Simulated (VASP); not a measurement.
A run of VASP 6.6.1:

The input INCAR:

```
  ALGO = Normal
  EDIFF = 1E-6
  EDIFFG = -0.01
  ENCUT = 600
  GGA = PE
  IBRION = 2
  ISIF = 3
  ISMEAR = 0
  KPAR = 2
  LASPH = True
  LCHARG = False
  LREAL = False
  LWAVE = False
  NELM = 80
  NSW = 90
  PREC = Accurate
  SIGMA = 0.03
```

File KPOINTS:

```
k-points
0
Gamma
  12 12 3
```

The input POSCAR:

```
MoS2
1.0
    3.1690000000      0.0000000000      0.0000000000
   -1.5845000000      2.7444345046      0.0000000000
    0.0000000000      0.0000000000     12.3240000000
Mo S
2 4
Direct
    0.3333333333      0.6666666667      0.2500000000
    0.6666666667      0.3333333333      0.7500000000
    0.3333333333      0.6666666667      0.6230000000
    0.6666666667      0.3333333333      0.1230000000
    0.3333333333      0.6666666667      0.8770000000
    0.6666666667      0.3333333333      0.3770000000
```

Potentials or basis: VASP PAW PBE potentials, release 64 (Mo_sv, S).

Launch:

```console
$ cat potpaw_PBE.64/Mo_sv/POTCAR potpaw_PBE.64/S/POTCAR > POTCAR
$ mpirun -np 2 vasp_std > vasp.out
```

Hardware: 2 MPI ranks on Intel(R) Xeon(R) 6975P-C (Granite Rapids) (shared host).

Q: How long does it take, and how much memory?

A: It took 16 min on 2 MPI ranks on Intel(R) Xeon(R) 6975P-C (Granite Rapids) (shared host), peak memory 0.34 GiB a rank. Counts: scf iterations 260, k points 38, ion steps 30.
